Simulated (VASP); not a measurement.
Runs of VASP 6.6.1 on CdSe. Symmetry: F-43m, No. 216, cubic system. The conventional cell has a = 6.221 Å, b = 6.221 Å, c = 6.221 Å, α = 90.00°, β = 90.00°, γ = 90.00°. Cd (site symmetry -43m) is surrounded by 4 Se at 2.69 Å. Se (site symmetry -43m) has 4 Cd at 2.69 Å as nearest neighbours. Measurements of this composition are mostly on another form, of space group No. 186.

```csv
cell,gap on the mesh (eV),pressure (GPa)
"F-43m, 30.1 Å³/atom",(b),-1.8
"F-43m, 25.47 Å³/atom",1.30,(a)
"F-43m, 31.26 Å³/atom",0.84,-3.3
"F-43m, 26.63 Å³/atom",1.21,5.4
```

Alike in all rows: task single point; level r2SCAN; potentials or basis VASP PAW PBE potentials, release 64 (Cd, Se); no spin polarisation; k mesh 5 × 5 × 5; cutoff (eV) 520; smearing gaussian 0.01 eV.

Problem. Fill in the values left out.

Solution. (a) 9.0; (b) 0.93.

Caveats: the PAW data sets were made with another functional, which shifts forces and pressure a little.

A k mesh can miss the band edges, and the runs leave out spin-orbit coupling on Cd, Se.
